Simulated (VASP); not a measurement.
# Mo under biaxial strain in the (001) plane

Wanted: the elastic response of Mo to biaxial strain in the (001) plane, with a fit that predicts a row left out.

Method: r2SCAN; plane waves and PAW (Mo_sv), in the first sound run; inputs show where later runs differ, in VASP 6.6.1.

Most raw output is cut from this account.

## 1. Set-up

Symmetry: Im-3m, No. 229, cubic system. Conventional cell: a = 3.150 Å, b = 3.150 Å, c = 3.150 Å, α = 90.00°, β = 90.00°, γ = 90.00°. Nearest to Mo lie 8 Mo at 2.73 Å.

Coordinates:

```
Mo
1.0
    -1.57500    1.57500    1.57500
     1.57500   -1.57500    1.57500
     1.57500    1.57500   -1.57500
Mo
1
Cartesian
  0.0000 0.0000 0.0000
```

## 2. Relax the crystal, r2SCAN

The series starts from the cell that this level prefers, so that zero strain is near zero stress.

Level: r2SCAN; plane waves and PAW (Mo_sv).

File INCAR:

```
SYSTEM = Mo
PREC = Accurate
ENCUT = 450
EDIFF = 1E-07
NELM = 120
ISMEAR = 1
SIGMA = 0.15
LREAL = .FALSE.
ALGO = Normal
METAGGA = R2SCAN
LASPH = .TRUE.
NBANDS = 13
LORBIT = 11
LWAVE = .FALSE.
LCHARG = .FALSE.
KPAR = 8
IBRION = 2
NSW = 40
ISIF = 3
EDIFFG = -0.005
POTIM = 0.4
```

File POSCAR:

```
Mo
1.0
   -1.5750000000      1.5750000000      1.5750000000
    1.5750000000     -1.5750000000      1.5750000000
    1.5750000000      1.5750000000     -1.5750000000
Mo
1
Direct
    0.0000000000      0.0000000000      0.0000000000
```

File KPOINTS:

```
Automatic mesh
0
Gamma
26 26 26
0 0 0
```

The projector-augmented-wave data sets are Mo_sv (PBE family, release 64).

The run is started by

```sh
$ mpirun -np 8 vasp_std
```

Elapsed: 45 s, on 8 MPI ranks of Intel Xeon 6975P-C (Granite Rapids), shared host; peak memory 1.5 GiB.

Numbers from this step:

```
energy(sigma→0) of the program : -26.0801 eV
stress, compression positive   : xx, yy, zz 0.01, 0.01, 0.01 GPa
volume                         : 15.692 Å³
ionic steps                    : 3
```

## 3. Strain along the normal, r2SCAN

One member in full: the plane is strained by -0.5 %, and the strain along the normal is moved by secant steps until the normal stress is under 0.012 GPa or five steps are spent; the atoms relax at each step.

This step took 4 runs, each at a new trial strain with the atoms of the one before; the last is shown.

Level: r2SCAN; plane waves and PAW (Mo_sv).

INCAR, as its differences from that of step 2:

```diff
@@ -15,7 +15,7 @@
 LCHARG = .FALSE.
-KPAR = 8
-IBRION = 2
-NSW = 40
-ISIF = 3
-EDIFFG = -0.005
-POTIM = 0.4
+KPAR = 2
+IBRION = 1
+NSW = 25
+ISIF = 2
+EDIFFG = -0.004
+POTIM = 0.3
```

File POSCAR:

```
Mo
1.0
   -1.5692525830      1.5692525830      1.5821382670
    1.5692525830     -1.5692525830      1.5821382670
    1.5692525830      1.5692525830     -1.5821382670
Mo
1
Direct
    0.0000000000      0.0000000000      0.0000000000
```

KPOINTS is that of step 2.

The run is started by

```sh
$ mpirun -np 2 vasp_std
```

Elapsed: 2.6 min, on 2 MPI ranks; peak memory 0.6 GiB.

This run gave:

| Item | Value |
| --- | --- |
| energy(sigma→0) of the program | -26.0786 eV |
| stress, compression positive | xx, yy, zz 2.92, 2.92, 0.00 GPa |
| ionic steps | 1 |

## 4. The table

The other members went through these steps as far as the tables show, with the same cutoff and, step by step, the same mesh; 34 runs are not shown. The session took 3.1 core hours (wall time by ranks) on a shared machine.

```
in-plane strain (%)  strain along the normal (%)  in-plane stress, tension positive (GPa)  energy above the unstrained row, extrapolated to no smearing (meV/atom)
             -2.000                        1.382                                  -11.834                                                                   23.642
             -1.500                        1.005                                   -8.828                                                                   13.425
             -1.000                        0.650                                   -5.863                                                                    6.066
             -0.500                        0.317                                   -2.919                                                                    1.600
                  0                        0.005                                   -0.016                                                                    0.000
              0.500                       -0.294                                    2.811                                                                    1.260
              1.000                       -0.587                                        ?                                                                        ?
              1.500                       -0.882                                    8.076                                                                   11.970
              2.000                       -1.183                                   10.470                                                                   21.071
```

## 5. A fit to the known rows

Fitting a parabola to the 8 known rows (e: strain in %) gives stress = − 0.1634 e² + 5.607 e − 0.02604 in GPa; the residuals are 0.055 GPa r.m.s.

For the withheld row, e = 1, the fit gives 5.418 GPa.

## 6. Checking the prediction

The calculation gives 5.519 GPa, so the prediction is 0.101 GPa too low, within twice the residual of the fit.

Slopes at zero strain, from cubics through all rows: strain ratio -0.611, stress over strain 573 GPa.

## 7. Summary of results

```json
{
  "error of the predicted stress": "-0.101 GPa",
  "ratio of normal to in-plane strain": "-0.611",
  "biaxial modulus": "573 GPa"
}
```

**Reading.** As a check, the curvature of the energy gives 583 GPa for the same modulus (energy per volume = M × strain²), 2 % from the slope of the stress; these energies are extrapolated to no smearing, while the stress belongs to the free energy, so part of the difference may come from that. The energy also has a linear term worth 0.15 GPa that the stress column lacks, a mark of the finite basis or of the smearing. These are static values: temperature and zero-point motion are left out. In a metal the slopes also depend on mesh and smearing, which were held through the series.

[Lines on the potential files, build, host, timing and source positions are cut from VASP's logs without a mark.]

[Logs are printed without paths, hosts, clocks, repeated set-up lines and the standing remarks that a program may print on its own settings, such as how far it seeks lower states.]

[Hosts, paths, dates, database ids (printed as entryN), source tags and the programs' standing remarks are cut or masked in the printed files.]

[In band tables of VASP the shares of atoms and orbitals are scaled to a sum of 1 inside the atoms' spheres.]
